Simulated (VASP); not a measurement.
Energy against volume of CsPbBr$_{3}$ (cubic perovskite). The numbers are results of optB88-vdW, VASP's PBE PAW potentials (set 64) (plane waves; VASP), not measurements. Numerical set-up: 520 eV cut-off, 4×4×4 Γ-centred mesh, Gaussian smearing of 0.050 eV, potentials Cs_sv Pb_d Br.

| V (Å³/atom) | E (eV/atom) |
|---|---|
| 40.447 | -0.94491 |
| 41.698 | -0.94781 |
| 42.949 | -0.94558 |
| 44.200 | -0.93902 |

Q: Fit these four points and predict the energy of the run at 39.196 Å³/atom.

A: A cubic in V^(−2/3), the third-order Birch-Murnaghan form, passes through the four points with V0 = 41.74 Å³/atom and B0 = 22 GPa, and gives -0.9359 eV/atom there. The run gave -0.9359 eV/atom, +0.0 meV/atom from the fit; all five points give B0 = 22 GPa.

The compound is CsPbBr3 in the cubic perovskite structure, the ideal cubic form; the compound distorts at low or room temperature. It was relaxed first.
